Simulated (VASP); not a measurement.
Here is a VASP 6.6.1 calculation.

The input INCAR:

```
SYSTEM = Ni
ALGO = Fast ; EDIFF = 1E-7
EDIFFG = -0.002 ; ENCUT = 350
GGA = CA ; IBRION = 2
ISIF = 3 ; ISMEAR = 0
ISPIN = 2 ; LASPH = .TRUE.
LCHARG = .FALSE. ; LMAXMIX = 4
LORBIT = 11 ; LREAL = .FALSE.
LWAVE = .FALSE. ; MAGMOM = 0.8
NELM = 100 ; NSW = 80
PREC = Accurate ; SIGMA = 0.1
```

File KPOINTS:

```
k-points
0
G
  10 10 10
  0 0 0
```

Contents of POSCAR:

```
Ni                                      
1.0
    0.0000000000      1.7111110170      1.7111110170
    1.7111110170     -0.0000000000      1.7111110170
    1.7111110170      1.7111110170      0.0000000000
  Ni            
     1
Direct
     0.0000000000000000    0.0000000000000000    0.0000000000000000
```

Potentials or basis: VASP PAW LDA potentials, release 64 (Ni).

The run is started by

```bash
$ cat potpaw_LDA.64/Ni/POTCAR > POTCAR
$ mpirun -np 1 vasp_std > vasp.out
```

What does it give for the site moments?

Ni +0.65 μB.

Predict the relaxed volume.

10.03 Å³/atom.

Final structure:
```xyz
1
Lattice="0.0000 1.7115 1.7115 1.7115 0.0000 1.7115 1.7115 1.7115 0.0000" Properties=species:S:1:pos:R:3 pbc="T T T"
Ni    0.0000    0.0000    0.0000
```
